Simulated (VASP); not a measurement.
Calculation: PBE GGA, VASP's PBE PAW potentials (set 64) (plane waves; VASP 6.6.1).

The input files of a VASP run:

**INCAR**
```
SYSTEM = GaAs
PREC = Accurate
ENCUT = 400
EDIFF = 1E-6
NELM = 100
ALGO = Normal
LREAL = .FALSE.
LASPH = .TRUE.
ISMEAR = 0
SIGMA = 0.05
GGA = PE
LMAXMIX = 4
LWAVE = .FALSE.
LCHARG = .FALSE.
ISIF = 2
KSPACING = 0.6
KGAMMA = .TRUE.
```

### POSCAR
```
GaAs
1
    0.0000000000     2.8815000000     2.8815000000
    2.8815000000     0.0000000000     2.8815000000
    2.8815000000     2.8815000000     0.0000000000
Ga As
1 1
Direct
  0.0000000000   0.0000000000   0.0000000000
  0.2500000000   0.2500000000   0.2500000000
```

POTCAR, in this order: Ga_d As (PBE.64 set). Program: vasp_std.

The run wrote:

**OSZICAR**
```
       N       E                     dE             d eps       ncg     rms          rms(c)
DAV:   1     0.737286929320E+02    0.73729E+02   -0.81058E+03   208   0.156E+03
DAV:   2    -0.298734875588E+01   -0.76716E+02   -0.74354E+02   233   0.283E+02
DAV:   3    -0.819760029238E+01   -0.52103E+01   -0.51900E+01   263   0.677E+01
DAV:   4    -0.827195411914E+01   -0.74354E-01   -0.74329E-01   231   0.916E+00
DAV:   5    -0.827346799444E+01   -0.15139E-02   -0.15138E-02   248   0.110E+00    0.282E+00
DAV:   6    -0.811548742289E+01    0.15798E+00   -0.29675E-01   316   0.957E+00    0.170E+00
DAV:   7    -0.809766403603E+01    0.17823E-01   -0.82020E-02   246   0.208E+00    0.589E-01
DAV:   8    -0.809902636997E+01   -0.13623E-02   -0.12390E-02   233   0.158E+00    0.103E-01
DAV:   9    -0.809960162854E+01   -0.57526E-03   -0.14351E-03   248   0.633E-01    0.637E-02
DAV:  10    -0.809968989208E+01   -0.88264E-04   -0.12114E-04   251   0.105E-01    0.328E-02
DAV:  11    -0.809976965967E+01   -0.79768E-04   -0.12567E-04   213   0.939E-02    0.590E-03
DAV:  12    -0.809976944503E+01    0.21464E-06   -0.38481E-06   258   0.248E-02
   1 F= -.80997694E+01 E0= -.80994018E+01  d E =-.735323E-03
```

**OUTCAR**
```
------------------------ aborting loop because EDIFF is reached ----------------------------------------
  FORCE on cell =-STRESS in cart. coord.  units (eV):
  Direction    XX          YY          ZZ          XY          YZ          ZX
  --------------------------------------------------------------------------------------
  Total       -0.0845614     -0.0845614     -0.0845614      0.0000000      0.0000000      0.0000000
  in kB       -2.8313719     -2.8313719     -2.8313719      0.0000000      0.0000000      0.0000000
  external PRESSURE =      -2.8313719 kB  Pullay stress =       0.0000000 kB
  volume of cell :       47.85
      direct lattice vectors                 reciprocal lattice vectors
     0.000000000  2.881500000  2.881500000    -0.173520736  0.173520736  0.173520736
     2.881500000  0.000000000  2.881500000     0.173520736 -0.173520736  0.173520736
     2.881500000  2.881500000  0.000000000     0.173520736  0.173520736 -0.173520736
  FREE ENERGIE OF THE ION-ELECTRON SYSTEM (eV)
  ---------------------------------------------------
  free  energy   TOTEN  =        -8.0997694450 eV

  energy  without entropy=       -8.0990341223  energy(sigma->0) =       -8.09940178
```
(Selected blocks of OUTCAR.)

The compound is GaAs in the zinc blende structure. The cell was not relaxed at this level. The run is one of a series of settings (KGAMMA = .TRUE., KSPACING = 0.6, KPOINTS file removed against the base run), some of them coarse on purpose.
